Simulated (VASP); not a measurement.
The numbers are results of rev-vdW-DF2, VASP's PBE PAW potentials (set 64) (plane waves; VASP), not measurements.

VASP ran on this input.

### INCAR
```
SYSTEM = InSb
PREC = Accurate
ENCUT = 520
EDIFF = 1E-7
NELM = 100
ALGO = Normal
LREAL = .FALSE.
LASPH = .TRUE.
ISMEAR = -5
GGA = MK
PARAM1 = 0.1234568
PARAM2 = 0.7114
ZAB_VDW = -1.8867
LUSE_VDW = .TRUE.
AGGAC = 0.0
LMAXMIX = 4
LWAVE = .FALSE.
LCHARG = .TRUE.
LORBIT = 11
NEDOS = 601
ISIF = 2
```

**KPOINTS**
```
kpoints
0
gamma
 11 11 11
```

File POSCAR:
```
InSb
1
    0.0000000000     3.2930250266     3.2930250266
    3.2930250266    -0.0000000000     3.2930250266
    3.2930250266     3.2930250266    -0.0000000000
In Sb
1 1
Direct
  0.0000000000   0.0000000000   1.0000000000
  0.2500000000   0.2500000000   0.2500000000
```

POTCAR, in this order: In_d Sb (PBE.64 set). Program: vasp_std.

Output of the run:

File OUTCAR:
```
 ion  position               nearest neighbor table
   1  0.000  0.000  0.000-   2 2.85   2 2.85   2 2.85   2 2.85
   2  0.250  0.250  0.250-   1 2.85   1 2.85   1 2.85   1 2.85
  LATTYP: Found a face centered cubic cell.
 ALAT       =     6.5860500532
 Subroutine PRICEL returns:
 Original cell was already a primitive cell.
 Subroutine GETGRP returns: Found 24 space group operations
The static configuration has the point symmetry T_d .
The dynamic configuration has the point symmetry T_d .
 Subroutine INISYM returns: Found 24 space group operations
 Subroutine IBZKPT returns following result:
 Found     56 irreducible k-points:

 Following reciprocal coordinates:
            Coordinates               Weight
  0.000000  0.000000  0.000000      1.000000
  0.090909  0.000000  0.000000      8.000000
  0.181818  0.000000  0.000000      8.000000
  0.272727  0.000000  0.000000      8.000000
  0.363636  0.000000  0.000000      8.000000
  0.454545  0.000000  0.000000      8.000000
  0.090909  0.090909  0.000000      6.000000
  0.181818  0.090909  0.000000     24.000000
  0.272727  0.090909  0.000000     24.000000
  0.363636  0.090909  0.000000     24.000000
  0.454545  0.090909  0.000000     24.000000
 -0.454545  0.090909  0.000000     24.000000
 -0.363636  0.090909  0.000000     24.000000
 -0.272727  0.090909  0.000000     24.000000
 -0.181818  0.090909  0.000000     24.000000
 -0.090909  0.090909  0.000000     12.000000
  0.181818  0.181818  0.000000      6.000000
  0.272727  0.181818  0.000000     24.000000
  0.363636  0.181818  0.000000     24.000000
  0.454545  0.181818  0.000000     24.000000
 -0.454545  0.181818  0.000000     24.000000
 -0.363636  0.181818  0.000000     24.000000
 -0.272727  0.181818  0.000000     24.000000
 -0.181818  0.181818  0.000000     12.000000
  0.272727  0.272727  0.000000      6.000000
  0.363636  0.272727  0.000000     24.000000
  0.454545  0.272727  0.000000     24.000000
 -0.454545  0.272727  0.000000     24.000000
 -0.363636  0.272727  0.000000     24.000000
 -0.272727  0.272727  0.000000     12.000000
  0.363636  0.363636  0.000000      6.000000
  0.454545  0.363636  0.000000     24.000000
 -0.454545  0.363636  0.000000     24.000000
 -0.363636  0.363636  0.000000     12.000000
  0.454545  0.454545  0.000000      6.000000
 -0.454545  0.454545  0.000000     12.000000
  0.272727  0.181818  0.090909     24.000000
  0.363636  0.181818  0.090909     48.000000
  0.454545  0.181818  0.090909     48.000000
 -0.454545  0.181818  0.090909     48.000000
   k-points           NKPTS =     56   k-points in BZ     NKDIM =     56   number of bands    NBANDS=     13
   number of dos      NEDOS =    601   number of ions     NIONS =      2
   total plane-waves  NPLWV =  46656
   dimension x,y,z NGX =    36 NGY =   36 NGZ =   36
   dimension x,y,z NGXF=    72 NGYF=   72 NGZF=   72
   ions per type =               1   1
   PREC   = accura    normal or accurate (medium, high low for compatibility)
   ISTART =      0    job   : 0-new  1-cont  2-samecut
   ICHARG =      2    charge: 1-file 2-atom 10-const
   ISPIN  =      1    spin polarized calculation?
   LNONCOLLINEAR =      F non collinear calculations
   LSORBIT =      F    spin-orbit coupling
   INIWAV =      1    electr: 0-lowe 1-rand  2-diag
   ENCUT  =  520.0 eV  38.22 Ry    6.18 a.u.   8.66  8.66  8.66*2*pi/ulx,y,z
   NELM   =    100;   NELMIN=  2; NELMDL= -5     # of ELM steps
   EDIFF  = 0.1E-06   stopping-criterion for ELM
   LREAL  =      F    real-space projection
   NLSPLINE    = F    spline interpolate recip. space projectors
   LMAXMIX     =    4 max onsite mixed and CHGCAR
...
```

### OSZICAR
```
       N       E                     dE             d eps       ncg     rms          rms(c)
DAV:   1     0.117126240658E+03    0.11713E+03   -0.79576E+03  1456   0.136E+03
DAV:   2     0.537335142289E+01   -0.11175E+03   -0.10956E+03  1521   0.308E+02
DAV:   3    -0.227986866470E+01   -0.76532E+01   -0.76191E+01  1921   0.877E+01
DAV:   4    -0.248711493705E+01   -0.20725E+00   -0.20717E+00  1787   0.171E+01
DAV:   5    -0.249639812284E+01   -0.92832E-02   -0.92828E-02  2115   0.301E+00    0.347E+00
DAV:   6    -0.239395370020E+01    0.10244E+00   -0.19056E-01  1933   0.725E+00    0.199E+00
DAV:   7    -0.237793520313E+01    0.16018E-01   -0.69580E-02  1856   0.272E+00    0.591E-01
DAV:   8    -0.237746718871E+01    0.46801E-03   -0.67476E-03  2004   0.108E+00    0.254E-01
DAV:   9    -0.237769063395E+01   -0.22345E-03   -0.55099E-04  1544   0.277E-01    0.739E-02
DAV:  10    -0.237770685461E+01   -0.16221E-04   -0.25195E-05  2006   0.401E-02    0.312E-02
DAV:  11    -0.237771634050E+01   -0.94859E-05   -0.14865E-05  1486   0.439E-02    0.156E-02
DAV:  12    -0.237771678043E+01   -0.43993E-06   -0.40809E-07  1810   0.549E-03    0.393E-03
DAV:  13    -0.237771672213E+01    0.58304E-07   -0.30334E-07  1490   0.629E-03
   1 F= -.23777167E+01 E0= -.23777167E+01  d E =0.000000E+00
```

### OUTCAR
```
------------------------ aborting loop because EDIFF is reached ----------------------------------------
  FORCE on cell =-STRESS in cart. coord.  units (eV):
  Direction    XX          YY          ZZ          XY          YZ          ZX
  --------------------------------------------------------------------------------------
  Total        0.0074199      0.0074199      0.0074199      0.0000000     -0.0000000      0.0000000
  in kB        0.1664528      0.1664528      0.1664528      0.0000000     -0.0000000      0.0000000
  external PRESSURE =       0.1664528 kB  Pullay stress =       0.0000000 kB
  volume of cell :       71.42
      direct lattice vectors                 reciprocal lattice vectors
     0.000000000  3.293025027  3.293025027    -0.151836077  0.151836077  0.151836077
     3.293025027  0.000000000  3.293025027     0.151836077 -0.151836077  0.151836077
     3.293025027  3.293025027  0.000000000     0.151836077  0.151836077 -0.151836077
  FREE ENERGIE OF THE ION-ELECTRON SYSTEM (eV)
  ---------------------------------------------------
  free  energy   TOTEN  =        -2.3777167221 eV

  energy  without entropy=       -2.3777167221  energy(sigma->0) =       -2.37771672

 total charge

# of ion       s       p       d       tot
------------------------------------------
    1        0.877   0.673   9.862  11.412
    2        1.149   1.303   0.018   2.469
--------------------------------------------------
tot          2.026   1.975   9.880  13.881
```
(Selected blocks of OUTCAR.)

For a metal the tetrahedron method with Blöchl corrections gives inexact stress and forces.

The compound is InSb in the zinc blende structure. It was relaxed first.
